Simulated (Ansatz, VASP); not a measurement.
**Two plane-wave programs on Mg3GeSe**

The input INCAR:

```
SYSTEM = Mg3GeSe
PREC     = Accurate       ! precision mode
ENCUT    = 520            ! plane-wave cutoff, eV
EDIFF    = 1E-6           ! SCF threshold, eV
ISMEAR   = 0              ! smearing method
SIGMA    = 0.05           ! smearing width, eV
LREAL    = .FALSE.        ! projectors in reciprocal space
LASPH    = .TRUE.         ! aspherical terms in the spheres
NELM     = 100            ! most SCF steps
ALGO     = Normal         ! electronic algorithm
ISIF     = 2              ! what is computed and relaxed
LWAVE    = .FALSE.        ! write WAVECAR
LCHARG   = .FALSE.        ! write CHGCAR
GGA      = PE             ! functional
NBANDS   = 21             ! bands
```

Contents of KPOINTS:

```
Automatic mesh
0
G
  4 4 4
  0 0 0
```

POSCAR

```
Mg3GeSe
1.0
    4.9614222285      0.0000000000      0.0000000000
    0.0000000000      4.9614222285      0.0000000000
    0.0000000000      0.0000000000      4.9614222285
Ge Se Mg
1 1 3
Direct
    0.0000000000      0.0000000000      0.0000000000
    0.5000000000      0.5000000000      0.5000000000
    0.5000000000      0.5000000000      0.0000000000
    0.5000000000      0.0000000000      0.5000000000
    0.0000000000      0.5000000000      0.5000000000
```

Input for Ansatz:

```yaml
crystal:
  lattice:
    - [4.9614222285, 0.0, 0.0]
    - [0.0, 4.9614222285, 0.0]
    - [0.0, 0.0, 4.9614222285]
  atoms:
    - { symbol: Ge, position: [0.0, 0.0, 0.0] }
    - { symbol: Se, position: [0.5, 0.5, 0.5] }
    - { symbol: Mg, position: [0.5, 0.5, 0.0] }
    - { symbol: Mg, position: [0.5, 0.0, 0.5] }
    - { symbol: Mg, position: [0.0, 0.5, 0.5] }
basis:
  ecutwfc: 420
kpoints:
  mp_grid: { grid: [4, 4, 4] }
hamiltonian:
  xc: pbe
scf:
  occupations: { method: gaussian, width: 0.05 }
output:
  forces: true
  stress: true
  eigenvalues: true
```

The cell comes from a database or a generator and needn't be the stable form of this composition.

Alike in both runs: task single point; functional PBE; k mesh 4 × 4 × 4; occupations gaussian, width 0.05 eV; no spin polarisation.

```csv
,VASP,Ansatz
version,VASP 6.6.1,Ansatz 0.2.0
potentials or method,"VASP PAW PBE potentials, release 64 (Ge_d, Se, Mg)","scalar-relativistic, plane waves, PAW"
plane-wave cutoff (eV),520,420
valence electrons in the cell,26,60
```

VASP gave:

```
gap on the k mesh at the Fermi level (eV) : 0.09
least direct gap on the mesh (eV)         : 0.12
pressure (GPa)                            : -0.1
```

Problem. Which values does Ansatz return?

Solution. gap on the k mesh at the Fermi level (eV): 0.10; least direct gap on the mesh (eV): 0.13; pressure (GPa): 0.0.

The two sets of potentials don't hold the same shells in valence.

A k mesh can miss the band edges.
